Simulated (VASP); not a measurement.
# KLi: convergence, excitations by TDDFT

KLi, molecule in box, 2 atoms in the cell. PBE0, TDDFT by the Casida equation; PAW potentials Li_sv, K_sv (PBE set). VASP 6.6.1.

Wanted: first excitation within 0.05 eV.

Kernel: hybrid exchange.

POSCAR:
```
KLi
1.0
   12.3000000000      0.0000000000      0.0000000000
    0.0000000000     12.3000000000      0.0000000000
    0.0000000000      0.0000000000     12.3000000000
Li K
1 1
Direct
    0.5000000000      0.5000000000      0.3670731663
    0.5000000000      0.5000000000      0.6329268337
```

The series start from Conduction bands in the pairs: 36; Valence bands in the pairs: 6; Vacuum around the molecule (Å): 9; Plane-wave cutoff (eV): 500. Each series keeps the choices made before it, and each single choice may use up half of a tolerance. Times cover all steps of a run.

## Conduction bands in the pairs

| Conduction bands in the pairs | First excitation (eV) | Time (s) |
|---|---|---|
| 4 | 2.012 | 158 |
| 12 | 1.998 | 159 |
| 24 | 1.970 | 159 |
| 36 | 1.964 | 160 |
| 60 | 1.956 | 221 |
| 100 (reference) | 1.945 | 291 |

Chosen: 24, the loosest value from which every tighter one stays within half of the tolerance.

## Valence bands in the pairs

| Valence bands in the pairs | First excitation (eV) | Time (s) |
|---|---|---|
| 1 | 1.974 | 159 |
| 3 | 1.970 | 159 |
| 6 (reference) | 1.970 | 159 |

Chosen: 1.

## Vacuum around the molecule (Å)

| Vacuum around the molecule (Å) | First excitation (eV) | Time (s) |
|---|---|---|
| 6 | 2.656 | 38 |
| 9 (reference) | 1.974 | 159 |
| 12 | no result | 338 |

Chosen: 9; the next looser run is off by more than half of the tolerance, so convergence isn't shown beyond this value.

## Plane-wave cutoff (eV)

| Plane-wave cutoff (eV) | First excitation (eV) | Time (s) |
|---|---|---|
| 350 | 1.915 | 94 |
| 430 | 1.967 | 134 |
| 500 | 1.974 | 159 |
| 600 (reference) | 1.974 | 218 |

Chosen: 430.

## All choices together

| Input | First excitation (eV) | Time (s) |
|---|---|---|
| one pair of orbitals (naive) | 2.017 | 158 |
| chosen settings | 1.967 | 134 |
| reference settings throughout | 1.945 | 396 |

The chosen settings stay within the tolerance of the reference run, but the reference itself isn't shown to be converged in: Vacuum around the molecule (Å).

## The input

INCAR.step1:
```
SYSTEM = KLi
EDIFF = 1E-5
ENCUT = 430
ISMEAR = 0
LASPH = .True.
LCHARG = .False.
LWAVE = .True.
NBANDS = 46
PREC = Accurate
SIGMA = 0.02
```

INCAR.step2:
```
SYSTEM = KLi
AEXX = 0.25
ALGO = Normal
CSHIFT = 0.1
EDIFF = 1E-7
ENCUT = 430
GGA = PE
HFRCUT = -1
ISMEAR = 0
ISTART = 1
LASPH = .True.
LCHARG = .False.
LHFCALC = .True.
LOPTICS = .True.
LWAVE = .True.
NBANDS = 46
NEDOS = 2000
PREC = Accurate
PRECFOCK = Fast
SIGMA = 0.02
```

INCAR.step3:
```
SYSTEM = KLi
AEXX = 0.25
ALGO = TDHF
ANTIRES = 0
CSHIFT = 0.15
EDIFF = 1E-7
ENCUT = 430
ENCUTGW = 150
GGA = PE
HFRCUT = -1
IBSE = 2
ISMEAR = 0
ISTART = 1
LADDER = .True.
LASPH = .True.
LCHARG = .False.
LFXC = .True.
LHARTREE = .True.
LHFCALC = .True.
LWAVE = .False.
NBANDS = 48
NBANDSO = 1
NBANDSV = 24
NBSEEIG = 6
NOMEGA = 1000
OMEGAMAX = 25
PREC = Accurate
PRECFOCK = Fast
SIGMA = 0.02
```

KPOINTS:
```
k-points
0
Gamma
  1 1 1
```

Commands (each step's output is kept before the next begins):
```
cat potpaw_PBE.64/Li_sv/POTCAR potpaw_PBE.64/K_sv/POTCAR > POTCAR
cp INCAR.step1 INCAR
mpirun -np 4 vasp_gam > vasp.out
cp INCAR.step2 INCAR
mpirun -np 4 vasp_gam > vasp.out
cp INCAR.step3 INCAR
mpirun -np 4 vasp_gam > vasp.out
```

The chosen input took VASP 6.6.1 134 s on 4 cores (AMD EPYC 9R45 (Zen 5)), a shared host.
